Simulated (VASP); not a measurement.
Set up this calculation in VASP 6.6.1, as the native input.

| Item | Value |
| --- | --- |
| Task | relaxation of cell and atoms |
| Functional | PBEsol |
| Potentials or basis | VASP PAW PBE potentials, release 64 (Ta_pv, As) |
| Cutoff | 520 eV |
| k mesh | 18 × 18 × 18 |
| Occupations | gaussian, width 0.1 eV |
| Spin | no spin polarisation |
| Further INCAR settings | ALGO = Normal; EDIFF = 1e-07; IBRION = 2; EDIFFG = -0.002; NSW = 80; ISIF = 3 |

The structure of TaAs lies in POSCAR:

```
TaAs
1.0
   -1.7218133600      1.7218133600      5.8679415400
    1.7218133600     -1.7218133600      5.8679415400
    1.7218133600      1.7218133600     -5.8679415400
Ta As
2 2
Direct
    0.4999673000      0.9999673000      0.5000000000
    0.7499673000      0.7499673000      0.0000000000
    0.0826321200      0.5826321200      0.5000000000
    0.3326321200      0.3326321200      0.0000000000
```

The cell is a database's computed one.

These files were run (other wordings do the same):

INCAR

```
PREC = Accurate ; ENCUT = 520
EDIFF = 1E-7 ; ISMEAR = 0
SIGMA = 0.1 ; LREAL = False
LASPH = True ; NELM = 100
ALGO = Normal ; ISIF = 3
LWAVE = False ; LCHARG = False
GGA = PS ; IBRION = 2
NSW = 80 ; EDIFFG = -0.002
```

KPOINTS

```
regular mesh
0
Gamma
  18 18 18
```

Potentials or basis: VASP PAW PBE potentials, release 64 (Ta_pv, As).

Launch:

```bash
$ cat potpaw_PBE.64/Ta_pv/POTCAR potpaw_PBE.64/As/POTCAR > POTCAR
$ mpirun -np 1 vasp_std > vasp.out
```

Results of the run:

```
Relaxed volume                         : 17.08 Å³/atom
Relaxed cell                           : a = 6.285 Å, b = 6.285 Å, c = 6.285 Å, α = 148.30°, β = 148.30°, γ = 45.44°
Space group after relaxing (to 0.05 Å) : I4_1md (No. 109)
Energy gained by relaxing              : 3.6 meV/atom
Ionic steps                            : 10
Pressure after relaxing                : 0.0 GPa
Band gap on the k mesh                 : none (metal or under the smearing width)
```

Caveat: the PAW data sets were made with another functional, which shifts forces and pressure a little.

It took 100 min on 1 thread of Intel(R) Xeon(R) Platinum 8259CL CPU @ 2.50GHz (Skylake/Cascade Lake), on a shared host, peak memory 0.84 GiB.
